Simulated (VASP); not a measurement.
Input of a VASP 6.6.1 run:

File INCAR:

```
SYSTEM = Os
ALGO = Normal
EDIFF = 1E-6
EDIFFG = -0.01
ENCUT = 600
GGA = PE
IBRION = 2
ISIF = 3
ISMEAR = 1
LASPH = .TRUE.
LCHARG = .FALSE.
LREAL = .FALSE.
LWAVE = .FALSE.
NELM = 80
NSW = 90
PREC = Accurate
SIGMA = 0.1
```

The input KPOINTS:

```
k-points
0
G
  15 15 9
  0 0 0
```

File POSCAR:

```
Os
1.0
    2.7341000000      0.0000000000      0.0000000000
   -1.3670500000      2.3678000565      0.0000000000
    0.0000000000      0.0000000000      4.3197000000
Os
2
Direct
    0.3333333333      0.6666666667      0.2500000000
    0.6666666667      0.3333333333      0.7500000000
```

Potentials or basis: VASP PAW PBE potentials, release 64 (Os).

Command:

```sh
$ cat potpaw_PBE.64/Os/POTCAR > POTCAR
$ mpirun -np 1 vasp_std > vasp.out
```

Problem. Predict the relaxed volume.

Solution. 14.27 Å³/atom.

Problem. What does it give for the relaxed cell?

Solution. a = 2.753 Å, b = 2.753 Å, c = 4.350 Å, α = 90.00°, β = 90.00°, γ = 120.00°.

Step by step:
| step | energy change (eV) | largest force (eV/Å) | pressure (GPa) | volume (Å³) |
| --- | --- | --- | --- | --- |
| 1 | 0.0000 | 0.0000 | 8.78 | 27.96 |
| 2 | 0.2454 | 0.0000 | -28.91 | 31.18 |
| 3 | -0.0155 | 0.0000 | -0.34 | 28.57 |
| 4 | -0.0155 | 0.0000 | -0.01 | 28.54 |
| 5 | -0.0155 | 0.0000 | 0.17 | 28.53 |
| 6 | -0.0155 | 0.0000 | 0.14 | 28.53 |
| 7 | -0.0155 | 0.0000 | 0.15 | 28.53 |
| 8 | -0.0155 | 0.0000 | -0.03 | 28.55 |

The run has no spin-orbit coupling, so splittings on Os are missing. PBE usually gives volumes a little too large and moduli too small.
